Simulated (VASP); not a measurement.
Given:

```
Tc
1.0
    1.37499    -2.38156     0.00000
    1.37499     2.38156     0.00000
    0.00000     0.00000     4.39518
Tc
2
Direct
  0.33333   0.66667   0.25000
  0.66667   0.33333   0.75000
```

The numbers are results of PBE GGA, VASP's PBE PAW potentials (set 64) (plane waves; VASP), not measurements. Settings: 500 eV cut-off, 15×15×8 Γ-centred mesh, first-order Methfessel-Paxton smearing of 0.10 eV, potentials Tc_pv.

The ions, cell shape and volume at an external pressure of 5.0 GPa are relaxed. Predict the relaxed structure.

```
Tc
1.0
    1.36793    -2.36932     0.00000
    1.36793     2.36932     0.00000
    0.00000     0.00000     4.37244
Tc
2
Cartesian
  1.36793   0.78977   1.09311
  1.36793  -0.78977   3.27933
```
Space group P6_3/mmc (194), at a tolerance of 0.03 Å.

How do energy and volume change from the first to the last step?

The energy (σ→0) changes by +3.4 meV/atom and the volume by -1.5 %, in 3 ionic steps.

The compound is Tc in the hcp structure. This run relaxes it under an external pressure of 5 GPa. Symmetry was kept, so distortions that lower it aren't found.
